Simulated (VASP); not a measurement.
Input:

```
CELL_PARAMETERS angstrom
      3.13511     0.00000     0.00000
      0.00000     3.09791     2.70627
      0.00000    -3.09791     2.70627
ATOMIC_POSITIONS crystal
  Cr 0.00000 0.86083 0.86083
  O  0.50000 0.00436 0.00436
  O  0.00000 0.48136 0.88773
  O  0.00000 0.88773 0.48136
```

All values below come from LDA (Ceperley-Alder, Perdew-Zunger), VASP's LDA PAW potentials (set 64) (plane waves; VASP 6.6.1). Run with 520 eV cut-off, 8×6×6 Γ-centred mesh, tetrahedra with Blöchl corrections, potentials Cr_pv O.

### Question
Predict the energy per atom (σ→0).

### Answer

| Property | Result |
|---|---|
| energy per atom (σ→0) | -8.372 eV/atom |

The absolute energy has meaning only against runs of the same code, potentials and settings.

The structure comes from a computed database's CrO3 entry (Amm2); how it stands against other phases isn't given here. It was relaxed first, which changed the volume by -18 %. The run is not spin-polarised, so no magnetic state was tried.
